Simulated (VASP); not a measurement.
Input:

```yaml
crystal:
  lattice:
    - [1.86954, -3.23814, 0.00000]
    - [1.86954, 3.23814, 0.00000]
    - [0.00000, 0.00000, 6.14648]
  atoms:
    - { symbol: Zr, position: [0.00000, 0.00000, 0.00000] }
    - { symbol: Se, position: [0.33333, 0.66667, 0.25763] }
    - { symbol: Se, position: [0.66667, 0.33333, 0.74237] }
```

All values below come from PBEsol GGA, VASP's PBE PAW potentials (set 64) (plane waves; VASP 6.6.1). Run with 500 eV cut-off, 7×7×4 Γ-centred mesh, Gaussian smearing of 0.050 eV, potentials Zr_sv Se.

Without a dispersion term in the relaxation, distances and binding between the weakly bound layers, chains or molecules are unreliable, and so is what depends on them.

### Question
Estimate the energy per atom (σ→0).

### Answer

- energy per atom (σ→0) = -6.935 eV/atom

The absolute energy has meaning only against runs of the same code, potentials and settings.

The compound is ZrSe2 in the 1T layered structure. It was relaxed first.
